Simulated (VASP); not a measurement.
Here is the system:

```
HfN
1.0
    0.00000     2.26000     2.26000
    2.26000     0.00000     2.26000
    2.26000     2.26000     0.00000
Hf N
1 1
Cartesian
  0.00000   0.00000   0.00000
  2.26000   2.26000   2.26000
```

Method: RPBE GGA, VASP's PBE PAW potentials (set 64) (plane waves; VASP). Numerical set-up: 520 eV cut-off, 13×13×13 Γ-centred mesh, first-order Methfessel-Paxton smearing of 0.10 eV, potentials Hf_pv N.

Energy and stress use the plane-wave basis of the starting cell.

Question: The ions, cell shape and volume are relaxed. What does this cell relax into?

Answer: 
```
HfN
1.0
    0.00000     2.28016     2.28016
    2.28016     0.00000     2.28016
    2.28016     2.28016     0.00000
Hf N
1 1
Direct
  0.00000   0.00000   0.00000
  0.50000   0.50000   0.50000
```
Space group Fm-3m (225), at a tolerance of 0.03 Å.

Question: How do energy and volume change from the first to the last step?

Answer: The energy (σ→0) changes by -6.7 meV/atom and the volume by +2.7 %, in 3 ionic steps.

```csv
step,E(σ→0) (eV),max force (eV/Å),pressure (GPa),volume (Å³)
1,-20.7590,0.000,7.17,23.09
2,-20.7307,0.000,-11.11,24.86
3,-20.7724,0.000,-0.09,23.71
```

The compound is HfN in the rock salt structure. This run relaxes it. Symmetry was kept, so distortions that lower it aren't found. The electron count is odd and the run is not spin-polarised, which forces a metal.
